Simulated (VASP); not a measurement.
Ga3Sb:

```xyz
4
Lattice="4.1620 0.0000 0.0000 0.0000 4.1620 0.0000 0.0000 0.0000 5.0940" Properties=species:S:1:pos:R:3 pbc="T T T"
Ga    0.0000    2.0810    2.5470
Ga    2.0810    0.0000    2.5470
Ga    0.0000    0.0000    0.0000
Sb    2.0810    2.0810    0.0000
```

The cell was built by a generator and needn't be a form met in nature.

* Program: VASP 6.6.1
* Task: relaxation of cell and atoms
* Functional: PBE
* Potentials or basis: VASP PAW PBE potentials, release 64 (Ga_d, Sb)
* Cutoff: 520 eV
* k mesh: 8 × 8 × 8
* Occupations: gaussian, width 0.1 eV
* Spin: no spin polarisation

At the start: pressure 0.0 GPa; volume 22.06 Å³/atom.

Q: How do energy, volume and symmetry change on relaxing?

A: Over 4 steps the energy falls by 13.1 meV/atom and the volume is 22.03 Å³/atom (-0.1 %); space group P4/mmm (No. 123, to 0.05 Å).

Step by step:
```tsv
step	energy change (eV)	largest force (eV/Å)	pressure (GPa)	volume (Å³)
1	0.0000	0.0000	0.01	88.24
2	-0.0195	0.0000	0.02	88.25
3	-0.0521	0.0000	-0.03	88.14
4	-0.0525	0.0000	-0.01	88.12
```

Final structure:
```xyz
4
Lattice="4.2770 0.0000 0.0000 0.0000 4.2770 0.0000 0.0000 0.0000 4.8170" Properties=species:S:1:pos:R:3 pbc="T T T"
Ga    0.0000    2.1385    2.4085
Ga    2.1385    0.0000    2.4085
Ga    0.0000    0.0000    0.0000
Sb    2.1385    2.1385    0.0000
```
